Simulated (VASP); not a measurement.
# B2Pd (P6/mmm) in VASP: single point with r2SCAN

Aim: the single point of B2Pd with r2SCAN.

All numbers are computed with VASP 6.6.1; they aren't measurements. Logs are shortened: lines on timing, memory, paths and dates and some standing lists are left out, and cuts for length are marked.

## Step 1: Starting point

The structure is hexagonal, space group P6/mmm (No. 191). The conventional cell has a = 3.038 Å, b = 3.038 Å, c = 3.405 Å, α = 90.00°, β = 90.00°, γ = 120.00°. B (site symmetry -6m2) has 3 B at 1.75 Å as nearest neighbours. Pd (site symmetry 6/mmm) has 12 B at 2.44 Å as nearest neighbours.

The cell was built by a generator and needn't be a form met in nature.

## Step 2: Single point, r2SCAN

File POSCAR:

```
B2Pd
1.0
    3.0376659700      0.0000000000      0.0000000000
   -1.5188324800      2.6306963900      0.0000000000
    0.0000000000      0.0000000000      3.4052820300
B Pd
2 1
Direct
    0.3333000000      0.6667000000      0.5000000000
    0.6666000000      0.3333000000      0.5000000000
    0.0000000000      0.0000000000      0.0000000000
```

File INCAR.step1:

```
PREC = Accurate ; ENCUT = 520
ISMEAR = -5 ; SIGMA = 0.0182
LREAL = F ; LASPH = T
NELM = 100 ; LMAXMIX = 4
NBANDS = 15 ; GGA = PE
ALGO = Normal ; EDIFF = 1E-4
LWAVE = T ; LCHARG = F
```

File INCAR.step2:

```
PREC = Accurate ; ENCUT = 520
EDIFF = 1E-6 ; ISMEAR = -1
SIGMA = 0.0182 ; LREAL = F
LASPH = T ; NELM = 100
ALGO = Normal ; ISIF = 2
LWAVE = F ; LCHARG = F
LMAXMIX = 4 ; METAGGA = R2SCAN
LMIXTAU = T ; LORBIT = 11
NBANDS = 15 ; ISTART = 1
```

File KPOINTS:

```
regular mesh
0
Gamma
  13 13 10
```

Potentials or basis: VASP PAW PBE potentials, release 64 (B, Pd).

On the command line:

```
cat potpaw_PBE.64/B/POTCAR potpaw_PBE.64/Pd/POTCAR > POTCAR
cp INCAR.step1 INCAR
mpirun -np 1 vasp_std > vasp.out
cp INCAR.step2 INCAR
mpirun -np 1 vasp_std > vasp.out
```

OUTCAR:

```text
PREC = Accurate
   ENCUT = 520
   EDIFF = 1E-6
   ISMEAR = -1
   LREAL = F
   LASPH = T
   NELM = 100
   ISIF = 2
   METAGGA = R2SCAN
   LORBIT = 11
   ISTART = 1

 ion  position               nearest neighbor table
   1  0.333  0.667  0.500-   2 1.75   2 1.75   2 1.75   3 2.44   3 2.44   3 2.44   3 2.44   3 2.44
                             3 2.44
   2  0.667  0.333  0.500-   1 1.75   1 1.75   1 1.75   3 2.44   3 2.44   3 2.44   3 2.44   3 2.44
                             3 2.44
   3  0.000  0.000  0.000-   1 2.44   1 2.44   2 2.44   2 2.44   2 2.44   2 2.44   1 2.44   1 2.44
                             1 2.44   1 2.44   2 2.44   2 2.44

  LATTYP: Found a hexagonal cell.
 ALAT       =     3.0376659700
 C/A-ratio  =     1.1210192508

  Lattice vectors:

 A1 = (   3.0376659700,   0.0000000000,   0.0000000000)
 A2 = (  -1.5188324800,   2.6306963900,   0.0000000000)
 A3 = (   0.0000000000,   0.0000000000,   3.4052820300)

Analysis of symmetry for initial positions (statically):
=====================================================================
 Subroutine PRICEL returns:
 Original cell was already a primitive cell.

 Routine SETGRP: Setting up the symmetry group for a
 hexagonal supercell.

 Subroutine GETGRP returns: Found  4 space group operations
 (whereof  4 operations were pure point group operations)
 out of a pool of 24 trial point group operations.

The static configuration has the point symmetry C_2v.

Analysis of symmetry for dynamics (positions and initial velocities):
=====================================================================
 Subroutine PRICEL returns:
 Original cell was already a primitive cell.

 Routine SETGRP: Setting up the symmetry group for a
 hexagonal supercell.

 Subroutine GETGRP returns: Found  4 space group operations
 (whereof  4 operations were pure point group operations)
 out of a pool of 24 trial point group operations.

The dynamic configuration has the point symmetry C_2v.

 Subroutine INISYM returns: Found  4 space group operations
 (whereof  4 operations are pure point group operations),
 and found     1 'primitive' translations

----------------------------------------------------------------------------------------

                                     Primitive cell

  volume of cell :      27.2122

  direct lattice vectors                    reciprocal lattice vectors
     3.037665970  0.000000000  0.000000000     0.329200119  0.190063679  0.000000000
    -1.518832480  2.630696390  0.000000000     0.000000000  0.380127484  0.000000000
     0.000000000  0.000000000  3.405282030     0.000000000  0.000000000  0.293661433

  length of vectors
     3.037665970  3.037666143  3.405282030     0.380127506  0.380127484  0.293661433

  position of ions in fractional coordinates (direct lattice)
     0.333300000  0.666700000  0.500000000
     0.666600000  0.333300000  0.500000000
     0.000000000  0.000000000  0.000000000

  ion indices of the primitive-cell ions
   primitive index   ion index
                 1           1
                 2           2
                 3           3

----------------------------------------------------------------------------------------

 KPOINTS: regular mesh

Automatic generation of k-mesh.
 Grid dimensions read from file:
 generate k-points for:   13   13   10

 Generating k-lattice:

  Cartesian coordinates                     Fractional coordinates (reciprocal lattice)
     0.025323086  0.014620283  0.000000000     0.076923077  0.000000000  0.000000000
     0.000000000  0.029240576  0.000000000     0.000000000  0.076923077  0.000000000
     0.000000000  0.000000000  0.029366143     0.000000000  0.000000000  0.100000000

  Length of vectors
     0.029240577  0.029240576  0.029366143

  Shift w.r.t. Gamma in fractional coordinates (k-lattice)
     0.000000000  0.000000000  0.000000000

 Subroutine IBZKPT returns following result:
 ===========================================

 Found    294 irreducible k-points:

 Following reciprocal coordinates:
            Coordinates               Weight
  0.000000  0.000000  0.000000      1.000000
  0.076923  0.000000  0.000000      4.000000
  0.000000  0.076923  0.000000      2.000000
  0.153846  0.000000  0.000000      4.000000
  0.000000  0.153846  0.000000      2.000000
  0.230769  0.000000  0.000000      4.000000
[... 16 lines left out ...]
 -0.076923  0.384615  0.000000      4.000000
 -0.384615  0.307692  0.000000      4.000000
 [... further k-points ...]
   k-points           NKPTS =    294   k-points in BZ     NKDIM =    294   number of bands    NBANDS=     15
   number of dos      NEDOS =    301   number of ions     NIONS =      3
   total plane-waves  NPLWV =  16128
   dimension x,y,z NGX =    24 NGY =   24 NGZ =   28
   dimension x,y,z NGXF=    48 NGYF=   48 NGZF=   56
   ions per type =               2   1
   NGX,Y,Z   is equivalent  to a cutoff of  13.13, 13.13, 13.67 a.u.
   NGXF,Y,Z  is equivalent  to a cutoff of  26.27, 26.27, 27.34 a.u.
 SYSTEM =  unknown system
   PREC   = accura    normal or accurate (medium, high low for compatibility)
   ISTART =      1    job   : 0-new  1-cont  2-samecut
   ICHARG =      0    charge: 1-file 2-atom 10-const
   ISPIN  =      1    spin polarized calculation?
   LNONCOLLINEAR =      F non collinear calculations
   LSORBIT =      F    spin-orbit coupling
   LASPH  =      T    aspherical Exc in radial PAW
   ENCUT  =  520.0 eV  38.22 Ry    6.18 a.u.   5.65  5.65  6.33*2*pi/ulx,y,z
   NELM   =    100;   NELMIN=  2; NELMDL=  0     # of ELM steps
   EDIFF  = 0.1E-05   stopping-criterion for ELM
   LREAL  =      F    real-space projection
   EDIFFG = 0.1E-04   stopping-criterion for IOM
   NSW    =      0    number of steps for IOM
   IBRION =     -1    ionic relax: 0-MD 1-quasi-New 2-CG
   NFREE  =      0    steps in history (QN), initial steepest desc. (CG)
   ISIF   =      2    stress and relaxation
   ISYM   =      2    0-nonsym 1-usesym 2-fastsym
   POTIM  = 0.5000    time-step for ionic-motion
   TEBEG  =    0.0;   TEEND  =   0.0 temperature during run
   PSTRESS=    0.0 pullay stress
   NELECT =      16.0000    total number of electrons
   NUPDOWN=      -1.0000    fix difference up-down
   EMIN   =  10.00;   EMAX   =-10.00  energy-range for DOS
   EFERMI =   0.00;   METHOD = LEGACY
   ISMEAR =    -1;   SIGMA  =   0.02  broadening in eV -4-tet -1-fermi 0-gaus
   EFERMI_NEDOS =   21; number of points for ismear=-14 and -15
   IALGO  =     38    algorithm
   IMIX   =      4    mixing-type and parameters
     AMIX     =   0.40;   BMIX     =  1.00
     AMIX_MAG =   1.60;   BMIX_MAG =  1.00
  volume/ion in A,a.u.               =       9.07        61.21
  Fermi-wavevector in a.u.,A,eV,Ry     =   1.371493  2.591746 25.592459  1.880993
  Thomas-Fermi vector in A             =   2.497185
   LORBIT       =     11    0 simple, 1 ext, 2 COOP (PROOUT), +10 PAW based schemes
   METAGGA = R2SCAN    functional components
   LHFCALC =     F    Hartree Fock is set to
   AEXX    =    0.0000 exact exchange contribution
   IVDW    =     0    specifies the selected vdW correction
   LEPSILON=     F    determine dielectric tensor
   LRPA    =     F    only Hartree local field effects (RPA)
 non-spin polarized calculation
  energy-cutoff  :      520.00
  volume of cell :       27.21
 maximum number of plane-waves:       751
   NGX = 11   NGY = 11   NGZ = 13

 number of electron      16.0000003 magnetization

 Free energy of the ion-electron system (eV)
  ---------------------------------------------------
  ext. energy  EPLUGINS =         0.00000000
  ---------------------------------------------------
  free energy    TOTEN  =       -36.58178088 eV

  energy without entropy =      -36.57989395  energy(sigma->0) =      -36.58083741

 E-fermi :   9.7276     XC(G=0): -13.8881

 val. band max:        9.7194519770   @ k =  -0.0769   0.2308   0.2000
 cond. band min:       9.7355129792   @ k =  -0.3077   0.2308   0.2000
 fundamental gap:      0.0160610022
 Fermi energy:         9.7275716723

 k-point     1 :       0.0000    0.0000    0.0000
  band No.  band energies     occupation
      1      -4.7504      2.00000
      2       4.2973      2.00000
      3       4.8729      2.00000
      4       4.8733      2.00000
      5       6.3380      2.00000
      6       6.7325      2.00000
      7       6.7326      2.00000
      8      10.9485      0.00000
      9      10.9507      0.00000
     10      15.6878      0.00000
     11      15.7490      0.00000
     12      15.7519      0.00000
     13      17.4137      0.00000
     14      20.0575      0.00000
     15      27.8266      0.00000

 k-point     2 :       0.0769    0.0000    0.0000
  band No.  band energies     occupation
      1      -4.6345      2.00000
      2       4.3605      2.00000
      3       4.7188      2.00000
      4       4.9432      2.00000
      5       5.6764      2.00000
      6       6.7094      2.00000
      7       7.5285      2.00000
      8      10.4564      0.00000
      9      10.5732      0.00000
     10      15.4072      0.00000
     11      16.3383      0.00000
     12      16.3524      0.00000
     13      17.7593      0.00000
     14      19.5879      0.00000
     15      28.0660      0.00000

 k-point     3 :       0.0000    0.0769    0.0000
  band No.  band energies     occupation
      1      -4.6345      2.00000
      2       4.3605      2.00000
      3       4.7184      2.00000
      4       4.9436      2.00000
      5       5.6766      2.00000
      6       6.7093      2.00000
      7       7.5285      2.00000
      8      10.4552      0.00000
      9      10.5745      0.00000
     10      15.4077      0.00000
     11      16.3394      0.00000
     12      16.3504      0.00000
     13      17.7595      0.00000
     14      19.5879      0.00000
     15      28.0660      0.00000

 k-point     4 :       0.1538    0.0000    0.0000
  band No.  band energies     occupation
      1      -4.2904      2.00000
      2       4.2716      2.00000
      3       4.5148      2.00000
      4       4.9963      2.00000
      5       5.1435      2.00000
      6       6.6458      2.00000
      7       8.5993      2.00000
      8       9.4428      2.00000
      9       9.7922      0.05571
     10      15.3121      0.00000
     11      16.8736      0.00000
     12      17.8033      0.00000
     13      18.5202      0.00000
     14      18.7941      0.00000
     15      28.5762      0.00000
[... 307 lines left out ...]
 k-point    22 :       0.3077    0.0769    0.0000
  band No.  band energies     occupation
      1      -2.4396      2.00000
      2       2.0809      2.00000
      3       3.9515      2.00000
      4       4.3826      2.00000
      5       5.9526      2.00000
      6       6.2982      2.00000
      7       7.8169      2.00000
      8       8.2387      2.00000
      9      11.6126      0.00000
     10      15.7838      0.00000
     11      15.7943      0.00000
     12      17.5005      0.00000
     13      20.8243      0.00000
     14      23.0932      0.00000
     15      26.0969      0.00000

 k-point    23 :      -0.0769    0.3846    0.0000
  band No.  band energies     occupation
      1      -2.4396      2.00000
      2       2.0807      2.00000
      3       3.9518      2.00000
      4       4.3828      2.00000
      5       5.9529      2.00000
      6       6.2981      2.00000
      7       7.8171      2.00000
      8       8.2385      2.00000
      9      11.6119      0.00000
     10      15.7838      0.00000
     11      15.7945      0.00000
     12      17.5006      0.00000
     13      20.8236      0.00000
     14      23.0924      0.00000
     15      26.0977      0.00000

 k-point    24 :      -0.3846    0.3077    0.0000
  band No.  band energies     occupation
      1      -2.4395      2.00000
      2       2.0810      2.00000
      3       3.9514      2.00000
      4       4.3826      2.00000
      5       5.9524      2.00000
      6       6.2983      2.00000
      7       7.8173      2.00000
      8       8.2383      2.00000
      9      11.6127      0.00000
     10      15.7840      0.00000
     11      15.7945      0.00000
     12      17.5002      0.00000
     13      20.8242      0.00000
     14      23.0936      0.00000
     15      26.0963      0.00000

 [... further k-points ...]

------------------------ aborting loop because EDIFF is reached ----------------------------------------

  FORCE on cell =-STRESS in cart. coord.  units (eV):
  Direction    XX          YY          ZZ          XY          YZ          ZX
  --------------------------------------------------------------------------------------
  -------------------------------------------------------------------------------------
  Total        1.1626584      1.1634843      2.3736883      0.0000002      0.0000000      0.0000000
  in kB       68.4540070     68.5026343    139.7559914      0.0000132      0.0000000      0.0000000
  external PRESSURE =      92.2375442 kB  Pullay stress =       0.0000000 kB

 VOLUME and BASIS-vectors are now :
 -----------------------------------------------------------------------------
  energy-cutoff  :      520.00
  volume of cell :       27.21
      direct lattice vectors                 reciprocal lattice vectors
     3.037665970  0.000000000  0.000000000     0.329200119  0.190063679  0.000000000
    -1.518832480  2.630696390  0.000000000     0.000000000  0.380127484  0.000000000
     0.000000000  0.000000000  3.405282030     0.000000000  0.000000000  0.293661433

 POSITION                                       TOTAL-FORCE (eV/Angst)
 -----------------------------------------------------------------------------------
     -0.00015      1.75389      1.70264        -0.000224      0.000466      0.000000
      1.51868      0.87681      1.70264        -0.000224     -0.000466      0.000000
      0.00000      0.00000      0.00000         0.000447      0.000000      0.000000
 -----------------------------------------------------------------------------------
    total drift:                               -0.000003     -0.000000     -0.000000

  FREE ENERGIE OF THE ION-ELECTRON SYSTEM (eV)
  ---------------------------------------------------
  free  energy   TOTEN  =       -36.5817808819 eV

  energy  without entropy=      -36.5798939458  energy(sigma->0) =      -36.58083741

 total charge

# of ion       s       p       d       tot
------------------------------------------
    1        0.710   1.200   0.000   1.910
    2        0.710   1.200   0.000   1.910
    3        0.418   0.582   8.601   9.601
--------------------------------------------------
tot          1.838   2.982   8.601  13.421
```

Run time: 4.2 min. Hardware: 1 thread of Intel Xeon Platinum 8559C (Emerald Rapids), shared host; peak memory 0.25 GiB.

Results:

* Free energy: -36.5818 eV
* Pressure: 9.2 GPa
* Band gap on the k mesh: none (metal or under the smearing width)
* Valence electrons inside the program's atomic spheres: B 1.91; Pd 9.60

Levels at points of the mesh, in eV from the Fermi level:
```csv
k point,band 5,band 6,band 7,band 8,band 9,band 10,band 11,band 12
"(0.00, 0.00, 0.00)",-3.39,-3.00,-2.99,1.22,1.22,5.96,6.02,6.02
"(0.00, 0.00, 0.50)",-3.84,-3.84,-3.31,-0.41,-0.40,7.58,9.35,9.35
```

Caveat: the PAW data sets were made with another functional, which shifts forces and pressure a little.
